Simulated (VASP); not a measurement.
# MnHg (P4/mmm) in VASP: notebook

Runs on MnHg. Level: r2SCAN. Tasks: single point.

Everything below comes from runs of VASP 6.6.1. Logs are shortened: lines on timing, memory, paths and dates and some standing lists are left out, and cuts for length are marked.

## (1) Starting point

The structure is tetragonal, space group P4/mmm (No. 123). Conventional cell: a = 3.288 Å, b = 3.288 Å, c = 3.313 Å, α = 90.00°, β = 90.00°, γ = 90.00°. Hg (site symmetry 4/mmm) has 8 Mn at 2.85 Å as nearest neighbours. Around Mn (site symmetry 4/mmm) lie 8 Hg at 2.85 Å.

## (2) Single point, r2SCAN, collinear spin, ferromagnetic start

INCAR reads:

```
  PREC = Accurate
  ENCUT = 400
  EDIFF = 1E-6
  ISMEAR = 1
  SIGMA = 0.2
  LREAL = Auto
  LASPH = T
  NELM = 100
  ALGO = Normal
  ISIF = 2
  LWAVE = F
  LCHARG = F
  ISPIN = 2
  MAGMOM = 0 4
  LORBIT = 11
  LMAXMIX = 4
  METAGGA = R2SCAN
  LMIXTAU = T
  NBANDS = 24
  ADDGRID = F
```

KPOINTS reads:

```
Automatic mesh
0
Gamma
  5 5 5
```

POSCAR reads:

```
MnHg
1.0
    3.2880000000      0.0000000000      0.0000000000
    0.0000000000      3.2880000000      0.0000000000
    0.0000000000      0.0000000000      3.3130000000
Hg Mn
1 1
Direct
    0.0000000000      0.0000000000      0.0000000000
    0.5000000000      0.5000000000      0.5000000000
```

Potentials or basis: VASP PAW PBE potentials, release 64 (Hg, Mn_pv).

Run with:

```console
$ cat potpaw_PBE.64/Hg/POTCAR potpaw_PBE.64/Mn_pv/POTCAR > POTCAR
$ mpirun -np 1 vasp_std > vasp.out
```

OUTCAR:

```text
PREC = Accurate
   ENCUT = 400
   EDIFF = 1E-6
   ISMEAR = 1
   LREAL = Auto
   LASPH = T
   NELM = 100
   ISIF = 2
   ISPIN = 2
   LORBIT = 11
   METAGGA = R2SCAN

 Found     18 irreducible k-points:

 Following reciprocal coordinates:
            Coordinates               Weight
  0.000000  0.000000  0.000000      1.000000
  0.200000  0.000000  0.000000      4.000000
  0.400000  0.000000  0.000000      4.000000
  0.200000  0.200000  0.000000      4.000000
  0.400000  0.200000  0.000000      8.000000
  0.400000  0.400000  0.000000      4.000000
   k-points           NKPTS =     18   k-points in BZ     NKDIM =     18   number of bands    NBANDS=     24
   number of dos      NEDOS =    301   number of ions     NIONS =      2
   total plane-waves  NPLWV =  13824
   dimension x,y,z NGX =    24 NGY =   24 NGZ =   24
   dimension x,y,z NGXF=    48 NGYF=   48 NGZF=   48
   ions per type =               1   1
   NGX,Y,Z   is equivalent  to a cutoff of  12.13, 12.13, 12.04 a.u.
   NGXF,Y,Z  is equivalent  to a cutoff of  24.27, 24.27, 24.09 a.u.
 SYSTEM =  unknown system
   PREC   = accura    normal or accurate (medium, high low for compatibility)
   ISTART =      0    job   : 0-new  1-cont  2-samecut
   ICHARG =      2    charge: 1-file 2-atom 10-const
   ISPIN  =      2    spin polarized calculation?
   LNONCOLLINEAR =      F non collinear calculations
   LSORBIT =      F    spin-orbit coupling
   LASPH  =      T    aspherical Exc in radial PAW
   ENCUT  =  400.0 eV  29.40 Ry    5.42 a.u.   5.36  5.36  5.40*2*pi/ulx,y,z
   NELM   =    100;   NELMIN=  2; NELMDL= -5     # of ELM steps
   EDIFF  = 0.1E-05   stopping-criterion for ELM
   LREAL  =      T    real-space projection
   EDIFFG = 0.1E-04   stopping-criterion for IOM
   NSW    =      0    number of steps for IOM
   IBRION =     -1    ionic relax: 0-MD 1-quasi-New 2-CG
   NFREE  =      0    steps in history (QN), initial steepest desc. (CG)
   ISIF   =      2    stress and relaxation
   ISYM   =      2    0-nonsym 1-usesym 2-fastsym
   POTIM  = 0.5000    time-step for ionic-motion
   TEBEG  =    0.0;   TEEND  =   0.0 temperature during run
   PSTRESS=    0.0 pullay stress
   NELECT =      25.0000    total number of electrons
   NUPDOWN=      -1.0000    fix difference up-down
   EMIN   =  10.00;   EMAX   =-10.00  energy-range for DOS
   EFERMI =   0.00;   METHOD = LEGACY
   ISMEAR =     1;   SIGMA  =   0.20  broadening in eV -4-tet -1-fermi 0-gaus
   EFERMI_NEDOS =   21; number of points for ismear=-14 and -15
   IALGO  =     38    algorithm
   IMIX   =      4    mixing-type and parameters
     AMIX     =   0.40;   BMIX     =  1.00
     AMIX_MAG =   1.60;   BMIX_MAG =  1.00
  volume/ion in A,a.u.               =      17.91       120.85
  Fermi-wavevector in a.u.,A,eV,Ry     =   1.452200  2.744260 28.693127  2.108885
  Thomas-Fermi vector in A             =   2.569610
   LORBIT       =     11    0 simple, 1 ext, 2 COOP (PROOUT), +10 PAW based schemes
   METAGGA = R2SCAN    functional components
   LHFCALC =     F    Hartree Fock is set to
   AEXX    =    0.0000 exact exchange contribution
   IVDW    =     0    specifies the selected vdW correction
   LEPSILON=     F    determine dielectric tensor
   LRPA    =     F    only Hartree local field effects (RPA)
 spin polarized calculation
 Methfessel and Paxton  Order N= 1 SIGMA  =   0.20
  energy-cutoff  :      400.00
  volume of cell :       35.82
 maximum number of plane-waves:       664
 NGX is ok and might be reduce to    24
   NGX = 11   NGY = 11   NGZ = 11

 number of electron      24.9999979 magnetization       4.2122680

 Free energy of the ion-electron system (eV)
  ---------------------------------------------------
  ext. energy  EPLUGINS =         0.00000000
  ---------------------------------------------------
  free energy    TOTEN  =       -64.01388332 eV

  energy without entropy =      -64.00090036  energy(sigma->0) =      -64.00955567

 E-fermi :   6.0779     XC(G=0): -12.7492

 val. band max:        6.0652433115   @ k =   0.2000   0.0000   0.2000
 cond. band min:       6.0820295804   @ k =   0.2000   0.2000   0.0000
 fundamental gap:      0.0167862689
 Fermi energy:         6.0778645469

 spin component 1

 k-point     1 :       0.0000    0.0000    0.0000
  band No.  band energies     occupation
      1     -47.1800      1.00000
      2     -47.1800      1.00000
      3     -47.1731      1.00000
      4      -4.5664      1.00000
      5      -3.1028      1.00000
      6      -3.0887      1.00000
[... 16 lines left out ...]
     23      23.5402      0.00000
     24      27.5088      0.00000

 k-point     2 :       0.2000    0.0000    0.0000
  band No.  band energies     occupation
      1     -47.1868      1.00000
      2     -47.1800      1.00000
      3     -47.1730      1.00000
      4      -3.9469      1.00000
      5      -2.9792      1.00000
      6      -2.7609      1.00000
[... 16 lines left out ...]
     23      22.7550      0.00000
     24      23.1095      0.00000

 k-point     3 :       0.4000    0.0000    0.0000
  band No.  band energies     occupation
      1     -47.1965      1.00000
      2     -47.1794      1.00000
      3     -47.1723      1.00000
      4      -3.0557      1.00000
      5      -2.7796      1.00000
      6      -2.1726      1.00000
[... 16 lines left out ...]
     23      20.0555      0.00000
     24      27.7023      0.00000

 k-point     4 :       0.2000    0.2000    0.0000
  band No.  band energies     occupation
      1     -47.1864      1.00000
      2     -47.1861      1.00000
      3     -47.1727      1.00000
      4      -3.4230      1.00000
      5      -2.7672      1.00000
      6      -2.5849      1.00000
[... 16 lines left out ...]
     23      22.8741      0.00000
     24      23.4461      0.00000

 k-point     5 :       0.4000    0.2000    0.0000
  band No.  band energies     occupation
      1     -47.1959      1.00000
      2     -47.1853      1.00000
      3     -47.1719      1.00000
      4      -2.9049      1.00000
      5      -2.6844      1.00000
      6      -2.3144      1.00000
[... 16 lines left out ...]
     23      24.5431      0.00000
     24      25.2347      0.00000

 k-point     6 :       0.4000    0.4000    0.0000
  band No.  band energies     occupation
      1     -47.1950      1.00000
      2     -47.1949      1.00000
      3     -47.1710      1.00000
      4      -3.1977      1.00000
      5      -2.8583      1.00000
      6      -2.3498      1.00000
[... 16 lines left out ...]
     23      24.1539      0.00000
     24      24.9737      0.00000

 [... further k-points ...]

 spin component 2

 k-point     1 :       0.0000    0.0000    0.0000
  band No.  band energies     occupation
      1     -41.4865      1.00000
      2     -41.4824      1.00000
      3     -41.4824      1.00000
      4      -4.4934      1.00000
      5      -3.0661      1.00000
      6      -3.0514      1.00000
[... 16 lines left out ...]
     23      23.6832      0.00000
     24      29.1163      0.00000

 k-point     2 :       0.2000    0.0000    0.0000
  band No.  band energies     occupation
      1     -41.4916      1.00000
      2     -41.4863      1.00000
      3     -41.4824      1.00000
      4      -3.8932      1.00000
      5      -2.9730      1.00000
      6      -2.7048      1.00000
[... 16 lines left out ...]
     23      23.3936      0.00000
     24      24.2282      0.00000

 k-point     3 :       0.4000    0.0000    0.0000
  band No.  band energies     occupation
      1     -41.5049      1.00000
      2     -41.4853      1.00000
      3     -41.4815      1.00000
      4      -3.1395      1.00000
      5      -2.8341      1.00000
      6      -2.1420      1.00000
[... 16 lines left out ...]
     23      20.2137      0.00000
     24      28.6785      0.00000

 k-point     4 :       0.2000    0.2000    0.0000
  band No.  band energies     occupation
      1     -41.4911      1.00000
      2     -41.4905      1.00000
      3     -41.4857      1.00000
      4      -3.3635      1.00000
      5      -2.7169      1.00000
      6      -2.5678      1.00000
[... 16 lines left out ...]
     23      23.9021      0.00000
     24      24.2880      0.00000

 k-point     5 :       0.4000    0.2000    0.0000
  band No.  band energies     occupation
      1     -41.5039      1.00000
      2     -41.4894      1.00000
      3     -41.4847      1.00000
      4      -2.9235      1.00000
      5      -2.5933      1.00000
      6      -2.3490      1.00000
[... 16 lines left out ...]
     23      25.3642      0.00000
     24      26.0420      0.00000

 k-point     6 :       0.4000    0.4000    0.0000
  band No.  band energies     occupation
      1     -41.5023      1.00000
      2     -41.5023      1.00000
      3     -41.4833      1.00000
      4      -3.0549      1.00000
      5      -2.8325      1.00000
      6      -2.1960      1.00000
[... 16 lines left out ...]
     23      24.9728      0.00000
     24      25.7752      0.00000

 [... further k-points ...]

------------------------ aborting loop because EDIFF is reached ----------------------------------------

  FORCE on cell =-STRESS in cart. coord.  units (eV):
  Direction    XX          YY          ZZ          XY          YZ          ZX
  --------------------------------------------------------------------------------------
  -------------------------------------------------------------------------------------
  Total        0.6432156      0.6432156      0.6964562      0.0000000      0.0000000     -0.0000000
  in kB       28.7727985     28.7727985     31.1543979      0.0000000      0.0000000     -0.0000000
  external PRESSURE =      29.5666650 kB  Pullay stress =       0.0000000 kB

 VOLUME and BASIS-vectors are now :
 -----------------------------------------------------------------------------
  energy-cutoff  :      400.00
  volume of cell :       35.82
      direct lattice vectors                 reciprocal lattice vectors
     3.288000000  0.000000000  0.000000000     0.304136253  0.000000000  0.000000000
     0.000000000  3.288000000  0.000000000     0.000000000  0.304136253  0.000000000
     0.000000000  0.000000000  3.313000000     0.000000000  0.000000000  0.301841232

 POSITION                                       TOTAL-FORCE (eV/Angst)
 -----------------------------------------------------------------------------------
      0.00000      0.00000      0.00000         0.000000      0.000000      0.000000
      1.64400      1.64400      1.65650         0.000000      0.000000      0.000000
 -----------------------------------------------------------------------------------
    total drift:                                0.000000      0.000000     -0.000000

  FREE ENERGIE OF THE ION-ELECTRON SYSTEM (eV)
  ---------------------------------------------------
  free  energy   TOTEN  =       -64.0138833171 eV

  energy  without entropy=      -64.0009003626  energy(sigma->0) =      -64.00955567

 total charge

# of ion       s       p       d       tot
------------------------------------------
    1        0.840   0.558   9.242  10.640
    2        0.273   6.190   4.928  11.391
--------------------------------------------------
tot          1.113   6.748  14.170  22.030

 magnetization (x)

# of ion       s       p       d       tot
------------------------------------------
    1       -0.041  -0.065   0.056  -0.050
    2        0.033   0.027   4.062   4.121
--------------------------------------------------
tot         -0.008  -0.038   4.118   4.072
```

Wall time 70 s (1 thread of Intel Xeon Platinum 8259CL at 2.50GHz (Skylake/Cascade Lake), shared host); peak memory 0.16 GiB.

The run converged, but some of its settings lie outside the range that counts as converged, so its numbers aren't taken as properties of the crystal.

What came out:

```yaml
Free_energy: -64.0139 eV
Pressure: 3.0 GPa
Band_gap_on_the_k_mesh: none (metal or under the smearing width)
Net_moment: 4.21 μB per cell
Site_moments: Hg -0.05; Mn +4.12 μB
Valence_electrons_inside_the_program's_atomic_spheres: Hg 10.64; Mn 11.39
```

Caveat: the k mesh is coarse (spacing up to 0.38 Å⁻¹), so the values aren't converged; the PAW data sets were made with another functional, which shifts forces and pressure a little.

## (3) Single point, r2SCAN, collinear spin, ferromagnetic start

INCAR is that of step 2.

KPOINTS is that of step 2.

POSCAR reads:

```
MnHg
1.0
    3.2880000000      0.0000000000      0.0000000000
    0.0000000000      3.2880000000      0.0000000000
    0.0000000000      0.0000000000      3.3130000000
Hg Mn
1 1
Direct
    0.0037350000      0.0043450000     -0.0026990000
    0.4987650000      0.4794400000      0.4654080000
```

Potentials or basis: VASP PAW PBE potentials, release 64 (Hg, Mn_pv).

Run with:

```console
$ cat potpaw_PBE.64/Hg/POTCAR potpaw_PBE.64/Mn_pv/POTCAR > POTCAR
$ mpirun -np 1 vasp_std > vasp.out
```

OUTCAR:

```text
PREC = Accurate
   ENCUT = 400
   EDIFF = 1E-6
   ISMEAR = 1
   LREAL = Auto
   LASPH = T
   NELM = 100
   ISIF = 2
   ISPIN = 2
   LORBIT = 11
   METAGGA = R2SCAN

 Found     63 irreducible k-points:

 Following reciprocal coordinates:
            Coordinates               Weight
  0.000000  0.000000  0.000000      1.000000
  0.200000  0.000000  0.000000      2.000000
  0.000000  0.200000  0.000000      2.000000
  0.400000  0.000000  0.000000      2.000000
  0.000000  0.400000  0.000000      2.000000
  0.200000  0.200000  0.000000      2.000000
[... 415 lines left out ...]
  external PRESSURE =      34.2004315 kB  Pullay stress =       0.0000000 kB

 VOLUME and BASIS-vectors are now :
 -----------------------------------------------------------------------------
  energy-cutoff  :      400.00
  volume of cell :       35.82
      direct lattice vectors                 reciprocal lattice vectors
     3.288000000  0.000000000  0.000000000     0.304136253  0.000000000  0.000000000
     0.000000000  3.288000000  0.000000000     0.000000000  0.304136253  0.000000000
     0.000000000  0.000000000  3.313000000     0.000000000  0.000000000  0.301841232

 POSITION                                       TOTAL-FORCE (eV/Angst)
 -----------------------------------------------------------------------------------
      0.01228      0.01429      3.30406        -0.062511     -0.275953     -0.342219
      1.63994      1.57640      1.54190         0.062511      0.275953      0.342219
 -----------------------------------------------------------------------------------
    total drift:                                0.008273     -0.007200     -0.015823

  FREE ENERGIE OF THE ION-ELECTRON SYSTEM (eV)
  ---------------------------------------------------
  free  energy   TOTEN  =       -63.9841324663 eV

  energy  without entropy=      -63.9736075838  energy(sigma->0) =      -63.98062417

 total charge

# of ion       s       p       d       tot
------------------------------------------
    1        0.844   0.559   9.242  10.645
    2        0.275   6.190   4.933  11.398
--------------------------------------------------
tot          1.119   6.749  14.175  22.043

 magnetization (x)

# of ion       s       p       d       tot
------------------------------------------
    1       -0.041  -0.068   0.057  -0.052
    2        0.033   0.025   4.051   4.110
--------------------------------------------------
tot         -0.008  -0.043   4.108   4.057
```

It took 3.7 min on 1 thread of Intel Xeon Platinum 8259CL at 2.50GHz (Skylake/Cascade Lake), shared host; peak memory 0.19 GiB.

These settings aren't checked as converged: the numbers below hold their error.

What came out:

```
Free energy                                           : -63.9841 eV
Pressure                                              : 3.4 GPa
Largest force                                         : 0.444 eV/Å
Band gap on the k mesh                                : none (metal or under the smearing width)
Net moment                                            : 4.19 μB per cell
Site moments                                          : Hg -0.05; Mn +4.11 μB
Valence electrons inside the program's atomic spheres : Hg 10.64; Mn 11.40
```

Caveat: the k mesh is coarse (spacing up to 0.38 Å⁻¹), so the values aren't converged; the PAW data sets were made with another functional, which shifts forces and pressure a little.

## (4) Single point, r2SCAN, collinear spin, ferromagnetic start

INCAR: that of step 3 with these lines changed.

```diff
@@ -2,6 +2,6 @@
   ENCUT = 400
-  EDIFF = 1E-6
+  EDIFF = 0.01
   ISMEAR = 1
   SIGMA = 0.2
-  LREAL = Auto
+  LREAL = F
   LASPH = T
```

KPOINTS is that of step 3.

POSCAR reads:

```
MnHg
1.0
    3.2880000000      0.0000000000      0.0000000000
    0.0000000000      3.2880000000      0.0000000000
    0.0000000000      0.0000000000      3.3130000000
Hg Mn
1 1
Direct
    0.0000000000      0.0000000000      0.0000000000
    0.5000000000      0.5000000000      0.5000000000
```

Run with:

```console
$ cat potpaw_PBE.64/Hg/POTCAR potpaw_PBE.64/Mn_pv/POTCAR > POTCAR
$ mpirun -np 1 vasp_std > vasp.out
```

Run time: 34 s. Hardware: 1 thread of Intel Xeon Platinum 8259CL at 2.50GHz (Skylake/Cascade Lake), shared host; peak memory 0.16 GiB.

The run converged, but some of its settings lie outside the range that counts as converged, so its numbers aren't taken as properties of the crystal.

What came out:

```yaml
Free_energy: -64.0128 eV
Pressure: 0.1 GPa
Band_gap_on_the_k_mesh: none (metal or under the smearing width)
Net_moment: 4.21 μB per cell
Site_moments: Hg -0.05; Mn +4.12 μB
Valence_electrons_inside_the_program's_atomic_spheres: Hg 10.64; Mn 11.39
```

Caveat: the k mesh is coarse (spacing up to 0.38 Å⁻¹), so the values aren't converged; the PAW data sets were made with another functional, which shifts forces and pressure a little.

(Continued in part 2 of 2.)
